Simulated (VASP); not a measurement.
These are PBE GGA, VASP's PBE PAW potentials (set 64) (plane waves; VASP 6.6.1) values and carry that method's errors.

The input files of a VASP run:

File POSCAR:
```
PbF2
2.9970630
  0.0000000000   1.0000001220   1.0000001220
  1.0000001220   0.0000000000   1.0000001220
  1.0000001220   1.0000001220   0.0000000000
Pb F
1 2
Direct
  1.0000000000   0.0000000000   1.0000000000
  0.2500000000   0.2500000000   0.2500000000
  0.7500000000   0.7500000000   0.7500000000
```

INCAR:
```
SYSTEM  =  PbF2
PREC  =  Accurate; ENCUT  =  600; LREAL  =  .False.
LASPH  =  .True.
EDIFF  =  1E-7; NELM  =  100; ALGO  =  Normal
LMAXMIX  =  4
ISMEAR  =  0; SIGMA  =  0.05
GGA  =  PE
ISIF  =  2
LWAVE  =  .False.; LCHARG  =  .False.
```

**KPOINTS**
```
Regular mesh
0
gamma
 6 6 6
0 0 0
```

POTCAR, in this order: Pb_d F (PBE.64 set). Program: vasp_std.

The run wrote:

### OUTCAR
```
 ion  position               nearest neighbor table
   1  0.000  0.000  0.000-   3 2.60   3 2.60   3 2.60   2 2.60   3 2.60   2 2.60   2 2.60   2 2.60
  LATTYP: Found a face centered cubic cell.
 ALAT       =     5.9941267310
 Subroutine PRICEL returns:
 Original cell was already a primitive cell.
 Subroutine GETGRP returns: Found 48 space group operations
The static configuration has the point symmetry O_h .
The dynamic configuration has the point symmetry O_h .
 Subroutine INISYM returns: Found 48 space group operations
 Subroutine IBZKPT returns following result:
 Found     16 irreducible k-points:

 Following reciprocal coordinates:
            Coordinates               Weight
  0.000000  0.000000  0.000000      1.000000
  0.166667  0.000000  0.000000      8.000000
  0.333333  0.000000  0.000000      8.000000
  0.500000  0.000000  0.000000      4.000000
  0.166667  0.166667  0.000000      6.000000
  0.333333  0.166667  0.000000     24.000000
  0.500000  0.166667  0.000000     24.000000
 -0.333333  0.166667  0.000000     24.000000
 -0.166667  0.166667  0.000000     12.000000
  0.333333  0.333333  0.000000      6.000000
...
```

OSZICAR:
```
       N       E                     dE             d eps       ncg     rms          rms(c)
DAV:   1     0.327153447189E+03    0.32715E+03   -0.16282E+04   576   0.196E+03
DAV:   2     0.140786546745E+02   -0.31307E+03   -0.30256E+03   682   0.486E+02
DAV:   3    -0.154680674246E+02   -0.29547E+02   -0.29295E+02   672   0.160E+02
DAV:   4    -0.163278231413E+02   -0.85976E+00   -0.85906E+00   612   0.290E+01
DAV:   5    -0.163565727084E+02   -0.28750E-01   -0.28748E-01   658   0.558E+00    0.806E+00
DAV:   6    -0.143704317715E+02    0.19861E+01   -0.10641E+01   740   0.271E+01    0.278E+00
DAV:   7    -0.143608386859E+02    0.95931E-02   -0.47601E-01   580   0.476E+00    0.158E+00
DAV:   8    -0.143552469462E+02    0.55917E-02   -0.10683E-01   580   0.400E+00    0.495E-01
DAV:   9    -0.143528631764E+02    0.23838E-02   -0.21238E-02   654   0.111E+00    0.105E-01
DAV:  10    -0.143540486222E+02   -0.11854E-02   -0.18089E-03   576   0.492E-01    0.320E-02
DAV:  11    -0.143540256025E+02    0.23020E-04   -0.13682E-04   624   0.129E-01    0.142E-02
DAV:  12    -0.143540364569E+02   -0.10854E-04   -0.70653E-05   656   0.903E-02    0.123E-02
DAV:  13    -0.143540341730E+02    0.22839E-05   -0.26168E-05   688   0.550E-02    0.304E-03
DAV:  14    -0.143540341338E+02    0.39200E-07   -0.13936E-06   604   0.888E-03    0.597E-04
DAV:  15    -0.143540341612E+02   -0.27429E-07   -0.26806E-08   338   0.146E-03
   1 F= -.14354034E+02 E0= -.14354034E+02  d E =-.478220E-19
```

**OUTCAR**
```
------------------------ aborting loop because EDIFF is reached ----------------------------------------
  FORCE on cell =-STRESS in cart. coord.  units (eV):
  Direction    XX          YY          ZZ          XY          YZ          ZX
  --------------------------------------------------------------------------------------
  Total       -0.0062443     -0.0062443     -0.0062443     -0.0000000      0.0000000      0.0000000
  in kB       -0.1858136     -0.1858136     -0.1858136     -0.0000000      0.0000000      0.0000000
  external PRESSURE =      -0.1858136 kB  Pullay stress =       0.0000000 kB
  volume of cell :       53.84
      direct lattice vectors                 reciprocal lattice vectors
     0.000000000  2.997063365  2.997063365    -0.166829973  0.166829973  0.166829973
     2.997063365  0.000000000  2.997063365     0.166829973 -0.166829973  0.166829973
     2.997063365  2.997063365  0.000000000     0.166829973  0.166829973 -0.166829973
 POSITION                                       TOTAL-FORCE (eV/Angst)
 -----------------------------------------------------------------------------------
      0.00000      0.00000      0.00000        -0.000000     -0.000000     -0.000000
      1.49853      1.49853      1.49853        -0.000000     -0.000000     -0.000000
      4.49560      4.49560      4.49560         0.000000      0.000000      0.000000
 -----------------------------------------------------------------------------------
    total drift:                                0.000000      0.000000      0.000000
  FREE ENERGIE OF THE ION-ELECTRON SYSTEM (eV)
  ---------------------------------------------------
  free  energy   TOTEN  =       -14.3540341612 eV

  energy  without entropy=      -14.3540341612  energy(sigma->0) =      -14.35403416
```
(Selected blocks of OUTCAR.)

### OUTCAR
```
 val. band max:        1.4719436850   @ k =   0.5000   0.0000   0.0000

 cond. band min:       5.9015771635   @ k =   0.5000   0.5000   0.0000


 Fermi energy:         1.7798512510

 k-point     1 :       0.0000    0.0000    0.0000
  band No.  band energies     occupation
      1     -19.3474      2.00000
      2     -18.7853      2.00000
      3     -12.9209      2.00000
      4     -12.9209      2.00000
      5     -12.9209      2.00000
      6     -12.8777      2.00000
      7     -12.8777      2.00000
      8      -3.1560      2.00000
      9      -0.7779      2.00000
     10      -0.7779      2.00000
     11      -0.7779      2.00000
     12      -0.2901      2.00000
     13      -0.2901      2.00000
     14      -0.2901      2.00000
     15       8.2206      0.00000
     16       8.2206      0.00000
     17       8.2206      0.00000
     18      12.0348      0.00000

 k-point     2 :       0.1667    0.0000    0.0000
  band No.  band energies     occupation
      1     -19.3004      2.00000
      2     -18.8277      2.00000
      3     -12.9126      2.00000
      4     -12.9126      2.00000
      5     -12.8767      2.00000
      6     -12.8767      2.00000
      7     -12.8739      2.00000
      8      -3.5177      2.00000
      9      -0.9544      2.00000
     10      -0.8245      2.00000
     11      -0.8245      2.00000
     12      -0.3324      2.00000
     13      -0.3324      2.00000
     14       0.2856      2.00000
     15       7.4427      0.00000
     16       8.4228      0.00000
     17       8.4229      0.00000
     18      13.3928      0.00000

 k-point     3 :       0.3333    0.0000    0.0000
  band No.  band energies     occupation
      1     -19.1880      2.00000
      2     -18.9280      2.00000
      3     -12.9079      2.00000
      4     -12.9079      2.00000
      5     -12.8626      2.00000
      6     -12.8626      2.00000
      7     -12.7834      2.00000
      8      -4.0603      2.00000
      9      -1.1771      2.00000
...
```

Unless said otherwise, spin-orbit coupling is left out, though it shifts the bands of the heavy elements here.

The compound is PbF2 in the fluorite structure, the β form. It was relaxed first.
